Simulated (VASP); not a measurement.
Calculation: PBE GGA, VASP's PBE PAW potentials (set 64) (plane waves; VASP).

A VASP calculation is set up with these files.

**INCAR**
```
SYSTEM = PbTe
PREC = Accurate
ENCUT = 480
EDIFF = 1E-7
NELM = 100
ALGO = Normal
LREAL = .FALSE.
LASPH = .TRUE.
ISMEAR = 0
SIGMA = 0.05
GGA = PE
LMAXMIX = 4
LWAVE = .FALSE.
LCHARG = .FALSE.
ISIF = 2
```

File POSCAR:
```
PbTe
1
    0.0000000000     3.2818670601     3.2818670601
    3.2818670601     0.0000000000     3.2818670601
    3.2818670601     3.2818670601     0.0000000000
Te Pb
1 1
Direct
  0.5000000000   0.5000000000   0.5000000000
  0.0000000000   0.0000000000   0.0000000000
```

File KPOINTS:
```
Automatic mesh
0
Gamma
6 6 6
0 0 0
```

POTCAR, in this order: Te Pb_d (PBE.64 set). Program: vasp_std.

Unless said otherwise, spin-orbit coupling is left out, though it shifts the bands of the heavy elements here.

Task: Estimate the energy per atom (σ→0), band gap (on the k-mesh).

Result: 
```json
{
 "energy per atom (σ→0)": "-3.762 eV/atom",
 "band gap (on the k-mesh)": "0.83 eV"
}
```

File OSZICAR:
```
...
DAV:   8    -0.752400524520E+01   -0.21116E-02   -0.10669E-02   466   0.122E+00    0.134E-01
DAV:   9    -0.752391586053E+01    0.89385E-04   -0.12791E-03   662   0.402E-01    0.529E-02
DAV:  10    -0.752397255998E+01   -0.56699E-04   -0.14010E-04   460   0.875E-02    0.258E-02
DAV:  11    -0.752398139125E+01   -0.88313E-05   -0.26459E-05   538   0.411E-02    0.697E-03
DAV:  12    -0.752398181060E+01   -0.41935E-06   -0.20126E-06   592   0.172E-02    0.643E-03
DAV:  13    -0.752398159162E+01    0.21898E-06   -0.18118E-07   456   0.294E-03    0.196E-03
DAV:  14    -0.752398162333E+01   -0.31716E-07   -0.24547E-07   376   0.541E-03
   1 F= -.75239816E+01 E0= -.75239816E+01  d E =-.881014E-13
```

The compound is PbTe in the rock salt structure. It was relaxed first.
